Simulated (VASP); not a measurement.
# MgVCl2O (Cm) in VASP: settings compared, part 2 of 2

VASP 6.6.1. The steps go on from the part before.

### 4 Relaxation of cell and atoms, PBEsol+D3(BJ), collinear spin, ferromagnetic start (volume scaled by 1.25)

Input file INCAR:

```
SYSTEM = MgVCl2O
  ALGO = Normal
  EDIFF = 1E-6
  EDIFFG = -0.02
  ENCUT = 480
  GGA = PS
  IBRION = 2
  ISIF = 3
  ISMEAR = -5
  ISPIN = 2
  IVDW = 12
  LASPH = .True.
  LCHARG = .False.
  LMAXMIX = 4
  LORBIT = 11
  LREAL = .False.
  LWAVE = .False.
  MAGMOM = 2 0 0 0 0
  NELM = 100
  NSW = 60
  PREC = Accurate
  SIGMA = 0.05
```

Input file KPOINTS:

```
k-points
0
Gamma
  5 5 5
  0 0 0
```

Input file POSCAR:

```
MgVCl2O
1.0
    7.1315418138     -2.1130436978      0.0000000000
    7.1315418138      2.1130436978      0.0000000000
   -1.5034978371      0.0000000000      4.4018627181
V Cl Mg O
1 2 1 1
Cartesian
   -1.4507061456      0.0000000000      4.3070377914
    8.8212839952      0.0000000000      0.4910145806
    3.9729344846      0.0000000000      3.7261019592
    6.3007865480      0.0000000000      2.0531564257
   13.4953916592      0.0000000000      2.0846869684
```

Potentials or basis: VASP PAW PBE potentials, release 64 (V_sv, Cl, Mg, O_s).

Launch:

```bash
> cat potpaw_PBE.64/V_sv/POTCAR potpaw_PBE.64/Cl/POTCAR potpaw_PBE.64/Mg/POTCAR potpaw_PBE.64/O_s/POTCAR > POTCAR
> mpirun -np 1 vasp_std > vasp.out
```

OUTCAR:

```text
SYSTEM = MgVCl2O
   EDIFF = 1E-6
   EDIFFG = -0.02
   ENCUT = 480
   GGA = PS
   IBRION = 2
   ISIF = 3
   ISMEAR = -5
   ISPIN = 2
   IVDW = 12
   LASPH = .True.
   LORBIT = 11
   LREAL = .False.
   NELM = 100
   NSW = 60
   PREC = Accurate
 IVDW          = 12

 ion  position               nearest neighbor table
   1  0.001  0.001  0.978-   5 2.32   5 2.33   2 2.74   2 2.74   3 2.78   3 2.78   4 3.14   4 3.14
                             4 3.15   4 3.15
   2  0.630  0.630  0.112-   1 2.74   1 2.74   4 2.97   4 3.02
   3  0.368  0.368  0.846-   1 2.78   1 2.78   4 2.85   4 2.87
   4  0.491  0.491  0.466-   5 2.11   5 2.11   3 2.85   3 2.87   2 2.97   2 3.02   1 3.14   1 3.14
                             1 3.15   1 3.15
   5  0.996  0.996  0.474-   4 2.11   4 2.11   1 2.32   1 2.33

  LATTYP: Found a base centered monoclinic cell.
 ALAT       =    14.2630836276
 B/A-ratio  =     0.2962954930
 C/A-ratio  =     0.3261250072
 COS(beta)  =    -0.3232252480

  Lattice vectors:

 A1 = (   7.1315418138,  -2.1130436978,   0.0000000000)
 A2 = (   7.1315418138,   2.1130436978,   0.0000000000)
 A3 = (  -1.5034978371,   0.0000000000,   4.4018627181)

Analysis of symmetry for initial positions (statically):
=====================================================================
 Subroutine PRICEL returns:
 Original cell was already a primitive cell.

 Routine SETGRP: Setting up the symmetry group for a
 base centered monoclinic supercell.

 Subroutine GETGRP returns: Found  2 space group operations
 (whereof  2 operations were pure point group operations)
 out of a pool of  4 trial point group operations.

The static configuration has the point symmetry C_1h.

Analysis of symmetry for dynamics (positions and initial velocities):
=====================================================================
 Subroutine PRICEL returns:
 Original cell was already a primitive cell.

 Routine SETGRP: Setting up the symmetry group for a
 base centered monoclinic supercell.

 Subroutine GETGRP returns: Found  2 space group operations
[... 147 lines left out ...]
  Fermi-wavevector in a.u.,A,eV,Ry     =   1.049973  1.984161 14.999646  1.102443
  Thomas-Fermi vector in A             =   2.184957
   LORBIT       =     11    0 simple, 1 ext, 2 COOP (PROOUT), +10 PAW based schemes
   GGA     = PS    functional components
   LHFCALC =     F    Hartree Fock is set to
   AEXX    =    0.0000 exact exchange contribution
   IVDW    =    12    specifies the selected vdW correction
   LEPSILON=     F    determine dielectric tensor
   LRPA    =     F    only Hartree local field effects (RPA)
 conjugate gradient relaxation of ions
 spin polarized calculation
 Fermi weights with tetrahedron method with Bloechl corrections
  energy-cutoff  :      480.00
  volume of cell :      132.67
 maximum number of plane-waves:      3192
 NGX is ok and might be reduce to    54
   NGX = 27   NGY = 27   NGZ = 17

--------------------------------------- Ionic step        1  -------------------------------------------

 number of electron      34.9999997 magnetization       2.9999935

 Free energy of the ion-electron system (eV)
  ---------------------------------------------------
  ext. energy  EPLUGINS =         0.00000000
  ---------------------------------------------------
  free energy    TOTEN  =       -26.89110513 eV

  energy without entropy =      -26.89110513  energy(sigma->0) =      -26.89110513

------------------------ aborting loop because EDIFF is reached ----------------------------------------

 Edisp (eV)   -0.68294

 E8    (eV) :    -0.4166
[... 2545 lines left out ...]
     21       8.4302      0.00000
     22       8.8214      0.00000

 [... further k-points ...]

[... ionic steps 4 to 26 ...]

--------------------------------------- Ionic step       27  -------------------------------------------

 number of electron      35.0000001 magnetization       3.0000001

------------------------ aborting loop because EDIFF is reached ----------------------------------------
[... 81 lines left out ...]
--------------------------------------- Ionic step       29  -------------------------------------------

 number of electron      35.0000001 magnetization       3.0000000

 Free energy of the ion-electron system (eV)
  ---------------------------------------------------
  ext. energy  EPLUGINS =         0.00000000
  ---------------------------------------------------
  free energy    TOTEN  =       -28.29403537 eV

  energy without entropy =      -28.29403537  energy(sigma->0) =      -28.29403537

 E-fermi :   6.4066     XC(G=0): -10.0061

 val. band max:        6.2621171245   @ k =  -0.2000  -0.2000   0.4000
 cond. band min:       6.6327752154   @ k =  -0.4000   0.2000  -0.0000
 fundamental gap:      0.3706580910
 Fermi energy:         6.4066225002
[... 1242 lines left out ...]
  FREE ENERGIE OF THE ION-ELECTRON SYSTEM (eV)
  ---------------------------------------------------
  free  energy   TOTEN  =       -29.4376366209 eV

  energy  without entropy=      -29.4376366209  energy(sigma->0) =      -29.43763662

 reached required accuracy - stopping structural energy minimisation

 total charge

# of ion       s       p       d       tot
------------------------------------------
    1        2.174   6.145   3.161  11.479
    2        1.589   3.527   0.000   5.116
    3        1.589   3.525   0.000   5.114
    4        0.153   0.176   0.075   0.404
    5        1.764   4.255   0.000   6.019
--------------------------------------------------
tot          7.268  17.628   3.236  28.132

 magnetization (x)

# of ion       s       p       d       tot
------------------------------------------
    1        0.023   0.018   2.498   2.539
    2       -0.000  -0.013   0.000  -0.013
    3       -0.000  -0.012   0.000  -0.013
    4       -0.001   0.004   0.005   0.009
    5       -0.001   0.060   0.000   0.058
--------------------------------------------------
tot          0.020   0.057   2.504   2.581
```

OSZICAR:

```text
N       E                     dE             d eps       ncg     rms          rms(c)
DAV:   1     0.254040667264E+03    0.25404E+03   -0.15750E+04  4040   0.132E+03
DAV:   2    -0.904275168712E+01   -0.26308E+03   -0.25785E+03  4590   0.349E+02
[... 316 lines left out ...]
DAV:   3    -0.282940874599E+02    0.88782E-04   -0.10454E-03  3976   0.256E-01    0.110E-01
DAV:   4    -0.282940570842E+02    0.30376E-04   -0.10931E-04  3958   0.906E-02    0.559E-02
DAV:   5    -0.282940383851E+02    0.18699E-04   -0.50577E-05  4162   0.558E-02    0.258E-02
DAV:   6    -0.282940365303E+02    0.18548E-05   -0.48902E-06  4020   0.234E-02    0.143E-02
DAV:   7    -0.282940354203E+02    0.11100E-05   -0.17566E-06  2436   0.110E-02    0.359E-03
DAV:   8    -0.282940353701E+02    0.50189E-07   -0.35062E-07  1854   0.694E-03
  29 F= -.29437637E+02 E0= -.29437637E+02  d E =-.186414E-03  mag=     3.0000
```

It took 62 min on 1 thread of AMD EPYC 9R45 (Zen 5), shared host; peak memory 0.52 GiB.

Results:

```yaml
Free_energy: -29.4376 eV
Relaxed_volume: 16.39 Å³/atom
Relaxed_cell: a = 5.841 Å, b = 5.841 Å, c = 4.186 Å, α = 111.03°, β = 111.03°, γ = 38.35°
Space_group_after_relaxing_to_0.05_Å: Imm2 (No. 44)
Energy_gained_by_relaxing: 372.7 meV/atom
Ionic_steps: 29
Pressure_after_relaxing: 0.0 GPa
Largest_force_after_relaxing: 0.020 eV/Å
Band_gap_on_the_k_mesh: 0.37 eV, indirect (least direct gap 0.53 eV)
Net_moment: 3.00 μB per cell
Site_moments: V +2.54; Cl -0.01; Mg +0.01; O +0.06 μB
Valence_electrons_inside_the_program's_atomic_spheres: V 11.48; Cl 5.12, 5.11; Mg 0.40; O 6.02
Dispersion_energy_per_atom: -0.229 eV
```

Forces on the atoms (eV/Å):
```
V   -0.005  0.000  0.015
Cl   0.006  0.000 -0.009
Cl   0.020  0.000 -0.001
Mg  -0.015  0.000 -0.006
O   -0.007  0.000  0.001
```

The path:
| step | energy change (eV) | largest force (eV/Å) | pressure (GPa) | volume (Å³) |
| --- | --- | --- | --- | --- |
| 1 | 0.0000 | 1.5167 | -11.50 | 132.67 |
| 2 | -1.6258 | 0.2372 | 1.77 | 99.24 |
| 3 | -1.6473 | 0.0411 | -0.38 | 101.83 |
| 4 | -1.6790 | 0.1476 | -0.25 | 100.64 |
| 5 | -1.6847 | 0.2488 | -0.07 | 99.90 |
| 6 | -1.6930 | 0.2048 | -0.38 | 99.57 |
| 7 | -1.7113 | 0.1744 | -1.29 | 98.57 |
| 8 | -1.7202 | 0.2951 | -2.94 | 96.44 |
| 9 | -1.7212 | 0.2440 | -2.41 | 97.12 |
| 10 | -1.7233 | 0.2475 | -2.40 | 96.94 |
| 11 | -1.7294 | 0.2581 | -2.39 | 96.37 |
| 12 | -1.7415 | 0.2785 | -2.31 | 95.25 |
| 13 | -1.7645 | 0.3181 | -2.13 | 93.01 |
| 14 | -1.8016 | 0.4558 | -1.57 | 88.54 |
| 15 | -1.7878 | 0.7976 | 0.87 | 79.66 |
| 16 | -1.8128 | 0.6507 | -0.66 | 84.99 |
| 17 | -1.8128 | 0.6980 | -0.33 | 83.56 |
| 18 | -1.8330 | 0.5143 | -0.01 | 82.47 |
| 19 | -1.8482 | 0.2439 | 0.73 | 80.39 |
| 20 | -1.8535 | 0.1931 | 0.14 | 80.93 |
| 21 | -1.8560 | 0.1324 | -0.62 | 81.65 |
| 22 | -1.8599 | 0.0983 | -0.27 | 81.49 |
| 23 | -1.8614 | 0.0831 | 0.08 | 81.35 |
| 24 | -1.8614 | 0.0860 | 0.15 | 81.32 |
| 25 | -1.8623 | 0.0615 | 0.08 | 81.44 |
| 26 | -1.8630 | 0.0419 | 0.00 | 81.68 |
| 27 | -1.8633 | 0.0307 | 0.06 | 81.71 |
| 28 | -1.8634 | 0.0258 | 0.11 | 81.75 |
| 29 | -1.8636 | 0.0198 | -0.05 | 81.97 |

Final structure:
```
CELL_PARAMETERS angstrom
5.50751 -1.91846 -0.32653
5.50751 1.91846 -0.32653
-1.35850 0.00000 3.95955
ATOMIC_POSITIONS crystal
V 0.99617 0.99617 0.97375
Cl 0.65087 0.65087 0.12957
Cl 0.34270 0.34270 0.82092
Mg 0.49900 0.49900 0.47686
O 0.99772 0.99772 0.47541
```

Levels at points of the mesh, in eV from the valence-band top:
Spin up:
| k point | band 15 | band 16 | band 17 | band 18 | band 19 | band 20 | band 21 | band 22 |
| --- | --- | --- | --- | --- | --- | --- | --- | --- |
| (0.00, 0.00, 0.00) | -4.21 | -3.66 | -1.74 | -1.28 | -0.77 | 0.55 | 0.68 | 1.08 |
Spin down:
```
           k point  band 12  band 13  band 14  band 15  band 16  band 17  band 18  band 19  band 20  band 21
(0.00, 0.00, 0.00)    -6.06    -5.37    -4.55    -4.15    -3.55     0.69     1.01     1.29     1.75     1.88
```

Caveat: the PAW data sets were made with another functional, which shifts forces and pressure a little; an odd mesh through Γ misses points on the zone boundary, where band edges often lie.
